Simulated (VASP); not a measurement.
# Vibrations of SnSe2: a test of the settings, part 3 of 3

How far do the zone-centre frequencies of SnSe2 depend on the numerical settings? The starting structure is a measured crystal structure from the Crystallography Open Database.

VASP 6.6.1.

Results so far: reference A2u 242.7 cm⁻¹; a 5×5×3 mesh A2u 243.7 cm⁻¹; a cutoff of 240 eV A2u 243.0 cm⁻¹.

**5. Modes with a 12×12×8 mesh**

Level of this step: LDA; plane waves and PAW (Sn_d, Se) (VASP).

Against step 2 the input has a 12×12×8 mesh.

Contents of INCAR:

```
SYSTEM = SnSe2
PREC = Accurate
ENCUT = 450
EDIFF = 1E-08
NELM = 100
ISMEAR = 0
SIGMA = 0.03
LREAL = .FALSE.
ALGO = Normal
GGA = CA
NBANDS = 19
LORBIT = 11
LWAVE = .FALSE.
LCHARG = .FALSE.
KPAR = 4
IBRION = 8
LEPSILON = .TRUE.
LPEAD = .TRUE.
ISIF = 2
```

Contents of POSCAR:

```
SnSe2
1.0
    3.8037000948      0.0000000000      0.0000000000
   -1.9018500474      3.2941009104      0.0000000000
    0.0000000000      0.0000000000      5.8933458894
Sn Se
1 2
Direct
    0.0000000000      0.0000000000      0.0000000000
    0.6666666667      0.3333333333      0.7321938924
    0.3333333333      0.6666666667      0.2678061076
```

Contents of KPOINTS:

```
Automatic mesh
0
Gamma
12 12 8
0 0 0
```

The projector-augmented-wave data sets are Sn_d and Se (LDA family, release 64).

On the command line:

```bash
$ mpirun -np 4 vasp_std
```

The program printed:

```text
[... set-up lines as in an earlier step ...]
 entering main loop
       N       E                     dE             d eps       ncg     rms          rms(c)
DAV:   1     0.189643252642E+03    0.18964E+03   -0.11396E+04  5094   0.144E+03
DAV:   2     0.730921413842E+01   -0.18233E+03   -0.17652E+03  5356   0.368E+02
DAV:   3    -0.133663459977E+02   -0.20676E+02   -0.20150E+02  6143   0.112E+02
DAV:   4    -0.140645232031E+02   -0.69818E+00   -0.69694E+00  5993   0.215E+01
[...]
DAV:  13    -0.137950575048E+02   -0.59499E-07   -0.24254E-07  5517   0.404E-03    0.143E-03
DAV:  14    -0.137950574941E+02    0.10715E-07   -0.39191E-08  5351   0.123E-03    0.424E-04
DAV:  15    -0.137950574944E+02   -0.35334E-09   -0.34525E-09  2801   0.414E-04
   1 F= -.13795057E+02 E0= -.13795057E+02  d E =-.245545E-08
 Linear response reoptimize wavefunctions to high precision
DAV:   1    -0.137950574945E+02   -0.38199E-10   -0.42081E-10  3110   0.175E-04
 Linear response to external field (no local field effect), progress :
  Direction:   1
[...]
RMM:  10    -0.803099849829E-01    0.26447E-08   -0.14002E-08 46090   0.288E-05    0.276E-06
 first order change of Fermi-energy   0.68835E-05
 force on displaced ion       2 direction 1 :  -3.681   0.000   0.000
 Born effective charge ion    2 direction 1 :  -2.608  -0.001  -0.000
 Linear response progress:
  Degree of freedom:   4/  4
       N       E                     dE             d eps       ncg     rms          rms(c)
RMM:   1    -0.995129359274E-01   -0.99513E-01    0.64754E-02 11055   0.154E+00
RMM:   2    -0.973085232713E-01    0.22044E-02   -0.23343E-03  8814   0.263E-01    0.943E-02
RMM:   3    -0.971810048735E-01    0.12752E-03   -0.26709E-04  9494   0.823E-02    0.445E-02
RMM:   4    -0.971740433089E-01    0.69616E-05   -0.56956E-05  9637   0.395E-02    0.197E-02
[...]
RMM:  11    -0.971903764088E-01    0.23680E-07   -0.96547E-08 10361   0.213E-05    0.204E-06
RMM:  12    -0.971903993326E-01   -0.22924E-07   -0.18392E-08 10187   0.114E-05    0.570E-07
RMM:  13    -0.971904033144E-01   -0.39818E-08   -0.13786E-08  7139   0.775E-06    0.265E-07
 first order change of Fermi-energy   0.42706E+00
 force on displaced ion       2 direction 3 :   0.000  -0.000  -8.415
 Born effective charge ion    2 direction 3 :  -0.000   0.000  -1.339
 Born effective charges drift removed
 Linear response finished
```

It took 20 min on 4 MPI ranks of Intel Xeon Platinum 8375C at 2.90GHz (Ice Lake), shared host; peak memory 6 GiB; 79 min of CPU time.

From OUTCAR (step 5):

```text
  Total       -0.0005322     -0.0005322      0.0028923     -0.0000000      0.0000000      0.0000000
  in kB       -0.0115471     -0.0115471      0.0627546     -0.0000000      0.0000000      0.0000000
  external PRESSURE =       0.0132202 kB  Pullay stress =       0.0000000 kB

 POSITION                                       TOTAL-FORCE (eV/Angst)
 -----------------------------------------------------------------------------------
      0.00000      0.00000      0.00000        -0.000000      0.000000      0.000000
      1.90185      1.09803      4.31507         0.000000      0.000000     -0.002868
     -0.00000      2.19607      1.57827        -0.000000     -0.000000      0.002868
 -----------------------------------------------------------------------------------
    total drift:                               -0.000000      0.000000      0.000000

 MACROSCOPIC STATIC DIELECTRIC TENSOR (including local field effects in DFT)
 ------------------------------------------------------
          14.062491     0.000000     0.000000
           0.000000    14.062491    -0.000000
          -0.000000     0.000000    14.878451
 ------------------------------------------------------

 MACROSCOPIC STATIC DIELECTRIC TENSOR IONIC CONTRIBUTION
 ------------------------------------------------------
          12.660253    -0.000000     0.000000
          -0.000000    12.660253    -0.000000
           0.000000    -0.000000     1.181857
 ------------------------------------------------------

[... 1 part as in an earlier step ...]

[... 1 further part left out ...]
```

With a 12×12×8 mesh the modes are A2u 242.7, A1g 181.0, Eu 145.5, Eg 127.6 cm⁻¹; the largest shift is +0.3 cm⁻¹, in Eg, from the reference.

**6. Modes with finite displacements**

Against step 2 the input has IBRION = 6, NFREE = 2, POTIM = 0.015, no LEPSILON and no LPEAD (also changed: NSW).

Changes to INCAR since step 5:

```diff
@@ -15,5 +15,6 @@
 KPAR = 4
-IBRION = 8
-LEPSILON = .TRUE.
-LPEAD = .TRUE.
+IBRION = 6
+NFREE = 2
+POTIM = 0.015
+NSW = 1
 ISIF = 2
```

POSCAR is that of step 5.

Contents of KPOINTS:

```
Automatic mesh
0
Gamma
10 10 6
0 0 0
```

On the command line:

```bash
$ mpirun -np 4 vasp_std
```

The program printed:

```text
[... set-up lines as in an earlier step ...]
 entering main loop
       N       E                     dE             d eps       ncg     rms          rms(c)
[... 15 cycles as in an earlier step ...]
   1 F= -.13794301E+02 E0= -.13794301E+02  d E =-.105449E-08
[... from here on, the cycles between the ionic steps are left out ...]
   2 F= -.13793716E+02 E0= -.13793716E+02  d E =-.104062E-08
   3 F= -.13793716E+02 E0= -.13793716E+02  d E =-.104079E-08
   4 F= -.13792660E+02 E0= -.13792660E+02  d E =-.113630E-08
   5 F= -.13792660E+02 E0= -.13792660E+02  d E =-.113623E-08
   6 F= -.13793894E+02 E0= -.13793894E+02  d E =-.180876E-08
   7 F= -.13793894E+02 E0= -.13793894E+02  d E =-.180885E-08
   8 F= -.13793336E+02 E0= -.13793336E+02  d E =-.580436E-10
   9 F= -.13793382E+02 E0= -.13793382E+02  d E =-.178528E-07
 Finite differences progress:
  Degree of freedom:   4/  4
  Displacement:        2/  2
  Total:               8/  8
```

Wall time 5.6 min (4 MPI ranks); peak memory 2.4 GiB.

From OUTCAR (step 6):

```text
  Total       -0.0744263     -0.0744263     -0.2003436      0.0000000      0.0000000     -0.0000000
  in kB       -1.6148482     -1.6148482     -4.3469141      0.0000000      0.0000000     -0.0000000
  external PRESSURE =      -2.5255368 kB  Pullay stress =       0.0000000 kB

 POSITION                                       TOTAL-FORCE (eV/Angst)
 -----------------------------------------------------------------------------------
      0.00000      0.00000      0.00000        -0.000000     -0.000000     -0.108581
      1.90185      1.09803      4.30007        -0.000000      0.000000      0.124222
     -0.00000      2.19607      1.57827         0.000000      0.000000     -0.015640
 -----------------------------------------------------------------------------------
    total drift:                                0.000000      0.000000      0.000077

  FREE ENERGIE OF THE ION-ELECTRON SYSTEM (eV)
  ---------------------------------------------------
  free  energy   TOTEN  =       -13.7933819761 eV

  energy  without entropy=      -13.7933819582  energy(sigma->0) =      -13.79338197

[... 2 parts as in an earlier step ...]

[... 1 further part left out ...]
[key lines of the parts left out:]
E-fermi :   4.9489
```

The last energy, forces and stress in OUTCAR belong to the last displaced cell, not to that of POSCAR.

With finite displacements the modes are A2u 242.5, A1g 181.1, Eu 145.5, Eg 127.2 cm⁻¹; the largest shift is -0.2 cm⁻¹, in A2u, from the reference.

**7. All runs side by side**

| run | A2u | A1g | Eu | Eg | method | core minutes |
| --- | --- | --- | --- | --- | --- | --- |
| reference | 242.7 | 181.1 | 145.5 | 127.3 | perturbation theory | 38.9 |
| a 5×5×3 mesh | 243.7 | 185.8 | 144.3 | 122.8 | perturbation theory | 8.73 |
| a cutoff of 240 eV | 243.0 | 181.0 | 146.9 | 127.7 | perturbation theory | 12.1 |
| a 12×12×8 mesh | 242.7 | 181.0 | 145.5 | 127.6 | perturbation theory | 79.7 |
| finite displacements | 242.5 | 181.1 | 145.5 | 127.2 | finite displacements | 22.3 |

Modes are in cm⁻¹, degenerate ones as one, matched between runs by symmetry and order. A number in brackets counts the listed modes of one symmetry from the lowest. The symmetry labels come from an automatic analysis and can be wrong where levels nearly coincide. Core minutes are wall time times ranks of the run shown, on a shared host.

**8. Results**

- A2u, reference: 242.7 cm⁻¹
- Eg, reference: 127.3 cm⁻¹
- A2u, a 5×5×3 mesh: 243.7 cm⁻¹
- Eg, a 5×5×3 mesh: 122.8 cm⁻¹
- A2u, a cutoff of 240 eV: 243.0 cm⁻¹
- Eg, a cutoff of 240 eV: 127.7 cm⁻¹
- A2u, a 12×12×8 mesh: 242.7 cm⁻¹
- Eg, a 12×12×8 mesh: 127.6 cm⁻¹
- A2u, finite displacements: 242.5 cm⁻¹
- Eg, finite displacements: 127.2 cm⁻¹

**Reading.** The largest change comes with a 5×5×3 mesh: +4.7 cm⁻¹ in A1g. On finer settings the modes change by up to +0.3 cm⁻¹ in Eg with a 12×12×8 mesh. Other changes move the modes by more: +4.7 cm⁻¹ in A1g with a 5×5×3 mesh and +1.4 cm⁻¹ in Eu with a cutoff of 240 eV. The dielectric constants and Born charges in the logs aren't compared here; at a small gap they can be far off, and in a run without a gap they mean nothing. The frequencies are harmonic, and the splitting of polar modes by their long-range field is left out. Further runs on this material are not shown.

[Lines on the potential files, build, host, timing and source positions are cut from VASP's logs without a mark.]

[Logs are printed without paths, hosts, clocks, repeated set-up lines and the standing remarks that a program may print on its own settings, such as how far it seeks lower states.]

[Hosts, paths, dates, database ids (printed as entryN), source tags and the programs' standing remarks are cut or masked in the printed files.]
